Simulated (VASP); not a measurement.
Input:

```yaml
crystal:
  lattice:
    - [0.00000, 1.78276, 1.78276]
    - [1.78276, 0.00000, 1.78276]
    - [1.78276, 1.78276, 0.00000]
  atoms:
    - { symbol: B, position: [0.00000, 0.00000, 0.00000] }
    - { symbol: N, position: [0.25000, 0.25000, 0.25000] }
```

Method: PBE GGA, VASP's PBE PAW potentials (set 64) (plane waves; VASP). Numerical set-up: 600 eV cut-off, 12×12×12 Γ-centred mesh, Gaussian smearing of 0.050 eV, potentials B N.

Task: Predict the energy per atom (σ→0), pressure, band gap (on the k-mesh) with the smallest direct gap where there is one.

Result: 
```yaml
band gap (on the k-mesh): 4.50 eV
smallest direct gap (on the k-mesh): 9.02 eV
energy per atom (σ→0): -8.709 eV/atom
pressure: 20.19 GPa
```

The compound is BN in the zinc blende structure. It was relaxed first under an external pressure of 20 GPa.
